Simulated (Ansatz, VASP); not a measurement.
# P (black phosphorene bilayer, AB): VASP beside Ansatz

Aim: how closely do two programs agree when they are given the same cell, functional and k mesh? The cell is taken from a series of runs on this material, whose earlier steps may have relaxed, scaled, displaced or heated it; both programs get it as it stands.

Method: plane waves, with VASP 6.6.1 beside it; single point at PBE with D3(BJ), in Ansatz 0.2.0.

## Step 1: Set-up

The cell holds 8 atoms: 8 P. Its edges and angles: a = 4.320 Å, b = 3.306 Å, c = 25.238 Å, α = 90.0°, β = 90.0°, γ = 90.0°. Vacuum lies along c.

Coordinates:

```xyz
8
Lattice="4.3201 0.0000 0.0000 0.0000 3.3062 0.0000 0.0000 0.0000 25.2381" Properties=species:S:1:pos:R:3
P     0.3431    0.0000    9.0000
P     1.8261    1.6531    9.0005
P     3.9892    0.0000   11.1446
P     2.4998    1.6531   11.1452
P     0.3309    1.6531   14.0936
P     1.8203    0.0000   14.0929
P     3.9770    1.6531   16.2381
P     2.4940    0.0000   16.2376
```

## Step 2: VASP: single point, PBE with D3(BJ)

A single point gives forces, pressure and levels at one fixed geometry, so differences don't come from the geometry; what else differs is listed under the comparison.

Lines of VASP's logs that name or quote its potential files are left out, and so is its time.

Input file INCAR:

```
SYSTEM = P
PREC = Accurate
ENCUT = 400
EDIFF = 1E-06
NELM = 120
ISMEAR = -1
SIGMA = 0.02585
LREAL = .FALSE.
ALGO = Normal
GGA = PE
IVDW = 12
NBANDS = 28
LORBIT = 11
LWAVE = .FALSE.
LCHARG = .FALSE.
ISIF = 2
LDIPOL = .TRUE.
IDIPOL = 3
DIPOL = 0.5 0.5 0.5
LVHAR = .TRUE.
LASPH = .TRUE.
GGA_COMPAT = .FALSE.
NELMDL = -8
KPAR = 2
```

Input file POSCAR:

```
P
1.0
    4.3201098884      0.0000000000      0.0000000000
    0.0000000000      3.3061794820      0.0000000000
    0.0000000000      0.0000000000     25.2381334231
P
8
Direct
    0.0794161453      0.0000000000      0.3566032340
    0.4226891252      0.5000000000      0.3566243043
    0.9233987512      0.0000000000      0.4415761666
    0.5786527791      0.5000000000      0.4416011912
    0.0766012488      0.5000000000      0.5584238334
    0.4213472209      0.0000000000      0.5583988088
    0.9205838547      0.5000000000      0.6433967660
    0.5773108748      0.0000000000      0.6433756957
```

Input file KPOINTS:

```
Automatic mesh
0
Gamma
10 14 1
0 0 0
```

PAW data sets: P (PBE family, release 64).

Run with:

```console
mpirun -np 2 vasp_std
```

Numbers of over 12 decimals in the logs are rounded to 6 here.

What it wrote:

```text
[banner, memory and clock lines left out]
running    2 mpi-ranks, on    1 nodes
 distrk:  each k-point on    1 cores,    2 groups
 distr:  one band on    1 cores,    1 groups

 POSCAR found type information on POSCAR P
 POSCAR found :  1 types and       8 ions
 LDA part: xc-table for (Slater+PW92), standard interpolation
 POSCAR, INCAR and KPOINTS ok, starting setup
 FFT: planning ... GRIDC
 FFT: planning ... GRID_SOFT
 FFT: planning ... GRID
 WAVECAR not read
 entering main loop
       N       E                     dE             d eps       ncg     rms          rms(c)
DAV:   1     0.230961057599E+03    0.23096E+03   -0.12586E+04  2688   0.889E+02
DAV:   2    -0.176378933859E+02   -0.24860E+03   -0.24180E+03  3800   0.190E+02
DAV:   3    -0.424098640124E+02   -0.24772E+02   -0.24530E+02  3160   0.647E+01
DAV:   4    -0.431765922313E+02   -0.76673E+00   -0.76262E+00  4128   0.132E+01
DAV:   5    -0.431940803654E+02   -0.17488E-01   -0.17464E-01  3936   0.178E+00
DAV:   6    -0.431946071334E+02   -0.52677E-03   -0.52663E-03  4172   0.273E-01
DAV:   7    -0.431946220467E+02   -0.14913E-04   -0.14912E-04  3972   0.392E-02
DAV:   8    -0.431946225172E+02   -0.47050E-06   -0.47048E-06  3400   0.608E-03    0.145E+01
DAV:   9    -0.429546426455E+02    0.23998E+00   -0.15150E-01  3176   0.167E+00    0.863E+00
DAV:  10    -0.428471848379E+02    0.10746E+00   -0.28441E-01  3372   0.232E+00    0.401E-01
DAV:  11    -0.428460471513E+02    0.11377E-02   -0.26986E-02  3200   0.790E-01    0.222E-01
DAV:  12    -0.428459349935E+02    0.11216E-03   -0.11546E-03  4068   0.165E-01    0.154E-01
DAV:  13    -0.428455551122E+02    0.37988E-03   -0.54972E-04  3260   0.992E-02    0.102E-01
DAV:  14    -0.428454379682E+02    0.11714E-03   -0.17149E-04  3464   0.557E-02    0.315E-02
[...]
DAV:  19    -0.428459636094E+02   -0.25461E-04   -0.19475E-06  2556   0.470E-03    0.434E-03
DAV:  20    -0.428459877950E+02   -0.24186E-04   -0.90907E-07  2468   0.325E-03    0.203E-03
DAV:  21    -0.428459955034E+02   -0.77084E-05   -0.13366E-06  2504   0.280E-03    0.974E-04
DAV:  22    -0.428460084179E+02   -0.12914E-04   -0.52366E-07  2100   0.179E-03    0.496E-04
DAV:  23    -0.428460132659E+02   -0.48480E-05   -0.14368E-07  2172   0.985E-04    0.328E-04
DAV:  24    -0.428460210321E+02   -0.77662E-05   -0.42359E-07  2368   0.125E-03    0.151E-04
DAV:  25    -0.428460221038E+02   -0.10717E-05   -0.28900E-08  1876   0.478E-04    0.124E-04
DAV:  26    -0.428460228969E+02   -0.79307E-06   -0.20878E-08  1860   0.343E-04
   1 F= -.45376475E+02 E0= -.45376285E+02  d E =-.381208E-03
```

From OUTCAR (step 2):

```text
ion  position               nearest neighbor table
   1  0.079  0.000  0.357-   2 2.22   2 2.22   3 2.25
   2  0.423  0.500  0.357-   1 2.22   1 2.22   4 2.25
   3  0.923  0.000  0.442-   4 2.23   4 2.23   1 2.25
   4  0.579  0.500  0.442-   3 2.23   3 2.23   2 2.25
   5  0.077  0.500  0.558-   6 2.23   6 2.23   7 2.25
   6  0.421  0.000  0.558-   5 2.23   5 2.23   8 2.25
   7  0.921  0.500  0.643-   8 2.22   8 2.22   5 2.25
   8  0.577  0.000  0.643-   7 2.22   7 2.22   6 2.25

  LATTYP: Found a simple orthorhombic cell.
 ALAT       =     3.3061794820
 B/A-ratio  =     1.3066773634
 C/A-ratio  =     7.6336247202

 Subroutine GETGRP returns: Found  4 space group operations
 (whereof  2 operations were pure point group operations)

The static configuration has the point symmetry C_1h.
 The point group associated with its full space group is C_2h.

 Found     48 irreducible k-points:

   k-points           NKPTS =     48   k-points in BZ     NKDIM =     48   number of bands    NBANDS=     28

   dimension x,y,z NGX =    28 NGY =   24 NGZ =  168
   dimension x,y,z NGXF=    56 NGYF=   48 NGZF=  336

   ENCUT  =  400.0 eV  29.40 Ry    5.42 a.u.   7.05  5.39 41.16*2*pi/ulx,y,z

   NELECT =      40.0000    total number of electrons

 k-points in reciprocal lattice and weights: Automatic mesh
   0.00000000  0.00000000  0.00000000       0.007
   0.10000000  0.00000000  0.00000000       0.014
   0.20000000  0.00000000  0.00000000       0.014
   0.30000000  0.00000000  0.00000000       0.014
   0.40000000  0.00000000  0.00000000       0.014
   0.50000000  0.00000000  0.00000000       0.007
   0.00000000  0.07142857  0.00000000       0.014
   0.10000000  0.07142857  0.00000000       0.029
   0.20000000  0.07142857  0.00000000       0.029
[...]
0.40000000  0.50000000  0.00000000       0.014
   0.50000000  0.50000000  0.00000000       0.007

 dipolmoment           0.000000      0.000000     -0.000000 electrons x Angstroem

 average (electrostatic) potential at core
       1 -89.2546       2 -89.2543       3 -89.3239       4 -89.3234       5 -89.3239
       6 -89.3234       7 -89.2546       8 -89.2543

 E-fermi :   0.2899

 k-point     1 :       0.0000    0.0000    0.0000
  band No.  band energies     occupation
    ...
     16      -2.2063      2.00000
     17      -2.0590      2.00000
     18      -1.9921      2.00000
     19      -0.7514      2.00000
     20       0.2354      1.78327
     21       0.3445      0.21565
     22       1.0387      0.00000
     23       1.0418      0.00000
     24       1.3552      0.00000
     25       2.3451      0.00000
    ...

 k-point     2 :       0.1000    0.0000    0.0000
  band No.  band energies     occupation
    ...
     16      -2.0686      2.00000
     17      -2.0227      2.00000
     18      -1.7840      2.00000
     19      -1.1235      2.00000
     20      -0.2536      2.00000
     21       0.7515      0.00000
     22       1.1324      0.00000
     23       1.2839      0.00000
     24       1.5206      0.00000
     25       2.2594      0.00000
    ...

 k-point     3 :       0.2000    0.0000    0.0000
  band No.  band energies     occupation
    ...
     16      -2.1229      2.00000
     17      -1.8781      2.00000
     18      -1.1994      2.00000
     19      -1.0772      2.00000
     20      -0.8639      2.00000
     21       1.0447      0.00000
     22       1.5169      0.00000
     23       1.5291      0.00000
     24       1.9949      0.00000
     25       2.0753      0.00000
    ...

 Edisp (eV)   -2.53045

  Total      -0.27235    -0.29111    -0.33949     0.00000     0.00000     0.00214
  in kB      -1.21049    -1.29386    -1.50887     0.00000     0.00000     0.00950
  external pressure =       -1.34 kB  Pullay stress =        0.00 kB

  energy-cutoff  :      400.00
  volume of cell :      360.48
      direct lattice vectors                 reciprocal lattice vectors
     4.320109888  0.000000000  0.000000000     0.231475593  0.000000000  0.000000000
     0.000000000  3.306179482  0.000000000     0.000000000  0.302463918  0.000000000
     0.000000000  0.000000000 25.238133423     0.000000000  0.000000000  0.039622582

 POSITION                                       TOTAL-FORCE (eV/Angst)
 -----------------------------------------------------------------------------------
      0.34309      0.00000      9.00000         0.033379      0.000000      0.039343
      1.82606      1.65309      9.00053        -0.033541      0.000000      0.039520
      3.98918      0.00000     11.14456        -0.040454      0.000000     -0.043406
      2.49984      1.65309     11.14519         0.040127      0.000000     -0.043114
      0.33093      1.65309     14.09358         0.040454      0.000000      0.043406
      1.82027      0.00000     14.09294        -0.040127      0.000000      0.043114
      3.97702      1.65309     16.23813        -0.033379      0.000000     -0.039343
      2.49405      0.00000     16.23760         0.033541      0.000000     -0.039520
 -----------------------------------------------------------------------------------
    total drift:                                0.000000     -0.000000     -0.000000

  FREE ENERGIE OF THE ION-ELECTRON SYSTEM (eV)
  ---------------------------------------------------
  free  energy   TOTEN  =       -45.3764753603 eV

  energy  without entropy=      -45.3760941522  energy(sigma->0) =      -45.37628476

 vacuum level on the upper side and lower side of the slab         4.636         4.636

 total charge
# of ion       s       p       d       tot
------------------------------------------
    1        1.082   1.383   0.000   2.465
    2        1.082   1.383   0.000   2.465
    3        1.084   1.376   0.000   2.460
    4        1.084   1.376   0.000   2.460
    5        1.084   1.376   0.000   2.460
    6        1.084   1.376   0.000   2.460
    7        1.082   1.383   0.000   2.465
    8        1.082   1.383   0.000   2.465
--------------------------------------------------
tot          8.666  11.037   0.000  19.703

[... 3 further parts left out ...]
```

## Step 3: Ansatz: single point, PBE with D3(BJ)

Ansatz runs on its default PAW (the set named soft_2) files.

The same cell, functional, mesh and smearing now go to Ansatz, which takes its cutoff from its data sets.

Input file input.yaml:

```yaml
crystal:
  lattice:
    - [4.3201098884, 0.0, 0.0]
    - [0.0, 3.306179482, 0.0]
    - [0.0, 0.0, 25.2381334231]
  atoms:
    - { symbol: P, position: [0.0794161453, 0.0, 0.356603234] }
    - { symbol: P, position: [0.4226891252, 0.5, 0.3566243043] }
    - { symbol: P, position: [0.9233987512, 0.0, 0.4415761666] }
    - { symbol: P, position: [0.5786527791, 0.5, 0.4416011912] }
    - { symbol: P, position: [0.0766012488, 0.5, 0.5584238334] }
    - { symbol: P, position: [0.4213472209, 0.0, 0.5583988088] }
    - { symbol: P, position: [0.9205838547, 0.5, 0.643396766] }
    - { symbol: P, position: [0.5773108748, 0.0, 0.6433756957] }
kpoints:
  mp_grid: { grid: [10, 14, 1] }
  band_path:
    path:
      - [0, 0, 0]
      - [0.5, 0, 0]
      - [0.5, 0.5, 0]
      - [0, 0, 0]
      - [0, 0.5, 0]
      - [0.5, 0.5, 0]
    npoints: 16
hamiltonian:
  xc: pbe
  dispersion: d3bj
scf:
  occupations: { method: fermi_dirac, width: 0.02585 }
  convergence: { dr2_threshold: 1.0e-10 }
efield:
  axis: 3
  dipole_correction: true
  ramp_position: 0.97
  ramp_width: 0.06
  amplitude: 0
output:
  dos: { projected: true, e_range: [-6, 5] }
  write_potential: true
  write_density: true
  volumetric_format: npy
  elf: true
```

Run with:

```console
ansatz run input.yaml --threads 2 --pin off --max-ram 4096MiB --backend cpu --events-out ev --progress --plain --runs-dir out
```

What it wrote:

```text
Engine: ansatz 0.2.0, x86_64-unknown-linux-gnu
Pseudopotentials: kind: paw
Pseudopotential: P, paw, valence charge 5, recommended cutoff 420 eV (normal), P.paw.azcp
Functional definition: PBE
  parameter kappa = 0.804
  parameter beta = 0.066725
  exchange = pbe_x(kappa = kappa, mu = beta*pi^2/3)
  correlation = pbe_c(beta = beta)
Crystal: 8 atoms, lattice volume = 360.478 Å³
Basis set: ecut = 420 eV, 7053 PW (Γ)
Bands: 28, of which v1, the nominal top of the filled ones, is band 20 counted from 1 (19 counted from 0)
Symmetry: 2 space group operations
k-points: 48 of 140 (time reversal used)
Non-local potential: P, projectors of the file, l = 0: 2, l = 1: 2, l = 2: 2
PAW form: soft (Blöchl's): semilocal exchange-correlation on the pseudo side does not see the compensation charge
PAW one-centre angular grid: P, 110 points (default); XC on 64 Gauss nodes
Initial density: superposition of atomic densities (neutral atoms: chi_scale 0, normalization atom), corrected by the library's trained network
Initial wavefunctions: pseudopotential atomic-orbital guess
Functional: x = pbe(κ = 0.804, μ = 0.219515), c = pbe(β = 0.066725)
SCF iter   1: F=—  HF=-6047.757854 eV  |F-HF|=—  |Δ(HF+E_count)|=         —  Δρ=1.73e-3  dr2=7.99e-2  ethr=1.77e-3  p=0.000 e·Å  D=7.31e-14 V/Å  ΔV_dip=-0.00 eV  dr2_dipole=4.33e-9  V_vac-E_F(+/−)=4.07/4.07 eV  ⟨swp⟩=10.4  Hψ=9627  notcnv=0  defer=2
efield: sawtooth ramp at fractional position 0.9700 (set: `efield.ramp_position`, or a place that a band, a saddle search or an elastic batch's reference lends), width 0.0600; the density the first Hamiltonian is built on has a dipole p = 0.000 e·Å; the dipole correction subtracts the counter field D = 7.31e-14 V/Å, which shifts the + side's vacuum level by -0.00 eV against the − side's; the planar-averaged density in the ramp window peaks in size at 3.5e-6 e/Å³
preconditioner: auto → LDOS  [insulator: Δε(μ)=0.070 eV  Ē_g=8.926 eV  σ=0.026 eV  W_gap=0.59  n_scr=32 (ndim 8)  ℏωp=12.4 eV  f_vac=0.553  D(μ)=0.25/eV (n_scr^D=2)  ε∞_Penn≈2.9  β→1.0]
SCF iter   2: F=—  HF=-6047.814977 eV  |F-HF|=—  |Δ(HF+E_count)|=   5.71e-2  Δρ=3.41e-3  dr2=5.67e-1  ethr=2.00e-4  p=-0.000 e·Å  D=-2.27e-5 V/Å  ΔV_dip=0.00 eV  dr2_dipole=7.80e-8  V_vac-E_F(+/−)=4.68/4.68 eV  ⟨swp⟩=4.7  Hψ=3423  notcnv=0  defer=114  recentre
SCF iter   3: F=—  HF=-6047.751639 eV  |F-HF|=—  |Δ(HF+E_count)|=   6.33e-2  Δρ=7.68e-4  dr2=1.27e-2  ethr=2.00e-4  p=-0.000 e·Å  D=-2.16e-7 V/Å  ΔV_dip=0.00 eV  dr2_dipole=1.09e-10  V_vac-E_F(+/−)=4.23/4.23 eV  ⟨swp⟩=4.3  Hψ=2545  notcnv=0  defer=114
SCF iter   4: F=—  HF=-6047.750467 eV  |F-HF|=—  |Δ(HF+E_count)|=   1.17e-3  Δρ=2.15e-4  dr2=4.15e-4  ethr=3.17e-5  p=0.000 e·Å  D=1.47e-5 V/Å  ΔV_dip=-0.00 eV  dr2_dipole=2.87e-8  V_vac-E_F(+/−)=4.34/4.34 eV  ⟨swp⟩=2.5  Hψ=1929  notcnv=0  defer=115
SCF iter   5: F=—  HF=-6047.750348 eV  |F-HF|=—  |Δ(HF+E_count)|=   1.19e-4  Δρ=7.81e-5  dr2=3.82e-5  ethr=1.04e-6  p=-0.000 e·Å  D=-5.01e-6 V/Å  ΔV_dip=0.00 eV  dr2_dipole=2.35e-9  V_vac-E_F(+/−)=4.35/4.35 eV  ⟨swp⟩=2.8  Hψ=2483  notcnv=0  defer=115
SCF iter   6: F=—  HF=-6047.750351 eV  |F-HF|=—  |Δ(HF+E_count)|=   2.57e-6  Δρ=2.29e-5  dr2=1.65e-6  ethr=9.54e-8  p=0.000 e·Å  D=3.72e-6 V/Å  ΔV_dip=-0.00 eV  dr2_dipole=2.27e-9  V_vac-E_F(+/−)=4.36/4.36 eV  ⟨swp⟩=2.5  Hψ=2014  notcnv=0  defer=115
SCF iter   7: F=—  HF=-6047.750345 eV  |F-HF|=—  |Δ(HF+E_count)|=   5.99e-6  Δρ=5.84e-6  dr2=5.03e-7  ethr=4.13e-9  p=-0.000 e·Å  D=-6.07e-6 V/Å  ΔV_dip=0.00 eV  dr2_dipole=5.54e-9  V_vac-E_F(+/−)=4.36/4.36 eV  ⟨swp⟩=2.4  Hψ=2504  notcnv=0  defer=115
SCF iter   8: F=—  HF=-6047.750345 eV  |F-HF|=—  |Δ(HF+E_count)|=   8.36e-8  Δρ=1.52e-6  dr2=3.77e-8  ethr=1.26e-9  p=0.000 e·Å  D=9.11e-6 V/Å  ΔV_dip=-0.00 eV  dr2_dipole=1.19e-8  V_vac-E_F(+/−)=4.36/4.36 eV  ⟨swp⟩=2.2  Hψ=1933  notcnv=0  defer=115
SCF iter   9: F=—  HF=-6047.750345 eV  |F-HF|=—  |Δ(HF+E_count)|=   4.26e-9  Δρ=6.91e-7  dr2=5.05e-9  ethr=9.42e-11  p=-0.000 e·Å  D=-2.49e-6 V/Å  ΔV_dip=0.00 eV  dr2_dipole=8.86e-10  V_vac-E_F(+/−)=4.36/4.36 eV  ⟨swp⟩=2.7  Hψ=2295  notcnv=0  defer=115
SCF iter  10: F=—  HF=-6047.750345 eV  |F-HF|=—  |Δ(HF+E_count)|=  5.00e-11  Δρ=2.69e-7  dr2=3.98e-10  ethr=1.26e-11  p=-0.000 e·Å  D=-1.12e-7 V/Å  ΔV_dip=0.00 eV  dr2_dipole=2.01e-12  V_vac-E_F(+/−)=4.36/4.36 eV  ⟨swp⟩=2.3  Hψ=1867  notcnv=0  defer=115
SCF iter  11: F=-6047.750345 eV  HF=-6047.750345 eV  |F-HF|=4.00e-11  |Δ(HF+E_count)|=  1.18e-10  Δρ=5.59e-8  dr2=2.28e-11  ethr=1.00e-12  p=-0.000 e·Å  D=-1.18e-7 V/Å  ΔV_dip=0.00 eV  dr2_dipole=1.46e-12  V_vac-E_F(+/−)=4.36/4.36 eV  ⟨swp⟩=10.2  Hψ=5086  notcnv=0
SCF 1 converged in 11 iterations: F = -6047.750345 eV  dr2 = 2.28e-11
  greatest PAW one-centre occupation: 0.811 electrons in one spin orbital (limit 2), on the P atom at site 5 (counted from 0), in its partial waves of l = 0
NSCF: frozen V_eff on 81 k-points
efield: sawtooth ramp at fractional position 0.9700 (kept from the solve that this one continues, or follows in the run), width 0.0600; the density the first Hamiltonian is built on has a dipole p = -0.000 e·Å; the dipole correction subtracts the counter field D = -1.18e-7 V/Å, which shifts the + side's vacuum level by +0.00 eV against the − side's; the planar-averaged density in the ramp window peaks in size at 1.8e-7 e/Å³
WARN: The output density's exchange-correlation potential varies sharply where the density is thin. Do not read a vacuum level from v_tot or v_xc, or from such a field of the output density. On a cell that repeats whose density bears no net charge and no dipole along the vacuum's axis use v_es (v_loc + v_h of the components); under efield.dipole_correction with no amplitude use v_es + v_field, which holds any externa [...]
SCF converged after 11 iterations
Free energy (F): -6047.750345 eV
Harris-Foulkes:  -6047.750345 eV  (|F-HF|=4.00e-11)
Internal energy: -6047.749864 eV  (E = F + TS)
E sigma→0 (E₀):  -6047.750104 eV
Entropy (-TS):   -0.000481 eV (-0.060 meV/atom)
Fermi energy:    0.729277 eV
Dipole field:    D = 0.000001 V/Å  (p = 0.000002 e·Å, saw-weighted, corrected)
Work function:   Φ+ = 4.3577 eV   Φ− = 4.3577 eV
Levels:          The Fermi level and band energies are counted from a zero that moves with the ramp; work functions are not
--- Per-component energies (eV) ---
  E_band       = -243.575433
  E_kinetic    = 561.728973
  E_local      = -16556.761735  (includes V_loc(G=0)·N_el)
  E_nonlocal   = 271.510156
  E_hartree    = 8012.439173
  E_xc         = -490.827041
  E_vxc        = -484.663641  (∫ρ·V_xc dr)
  E_paw        = -4554.687056  (= ΣΔE_a)
  E_vpaw       = -60.267178  (= ΣTr[D̂ρ^β])
  E_aug_tail   = 0.000025  (compensation charges beyond the density's cutoff)
  E_efield     = 0.000000  (sawtooth field / dipole correction)
  E_vefield    = 0.000000  (∫n·V_field dr)
  E_ewald      = 6711.378343
  E_disp       = -2.530700  (pairwise vdW)
  E_smearing   = -0.000481  (= −TS)
  E_closure    = 0.000000  (closes the sum)
  Σ components = -6047.750345   (vs F -6047.750345, Δ=0.00e0)
--- Band table (eV; the first three rows and the last of 48) ---
  k-point 0: bands = [... 16 lower, -1.6154, -1.5721, -0.3070, 0.6834, 0.7752, 1.4554, 1.4680, 1.7678, ... 4 higher]
  k-point 1: bands = [... 16 lower, -1.9523, -1.5764, -0.2637, 0.6332, 0.8303, 1.5156, 1.9725, 2.2567, ... 4 higher]
  k-point 2: bands = [... 16 lower, -1.9701, -1.4713, -0.2583, 0.4109, 0.9914, 1.6292, 2.4930, 2.7058, ... 4 higher]
  k-point 47: bands = [... 16 lower, -1.3806, -1.3806, -1.3725, -1.3725, 2.6033, 2.6033, 2.6127, 2.6127, ... 4 higher]
```

## Step 4: Comparison

Known differences besides the potentials themselves: the cutoff is 420 eV in Ansatz and 400 eV in VASP. Total energies have different zeros and are not compared.

Both answers:

```csv
quantity,Ansatz,VASP,difference
gap on the k mesh (eV),0.092,0.109,-0.017
```

A gap on the mesh is an upper bound, since the band edges may lie between its points. With vacuum in the cell, a pressure given here is an average over mostly empty space and none of the material.

## Step 5: Outcome

```
difference in gap on the k mesh (single point, PBE with D3(BJ)) : -0.017 eV
```

In words: The difference in gap on the k mesh is -0.017 eV (single point, PBE with D3(BJ)), within the 0.08 eV picked in this series as the mark of a large difference. Such differences can come from data sets, numerical settings and the points named under the comparisons, not from the functional's error against experiment.

[Lines on the potential files, build, host, timing and source positions are cut from VASP's logs without a mark.]

[Logs are printed without paths, hosts, clocks, repeated set-up lines and the standing remarks that a program may print on its own settings, such as how far it seeks lower states.]

[Hosts, paths, dates, database ids (printed as entryN), source tags and the programs' standing remarks are cut or masked in the printed files.]
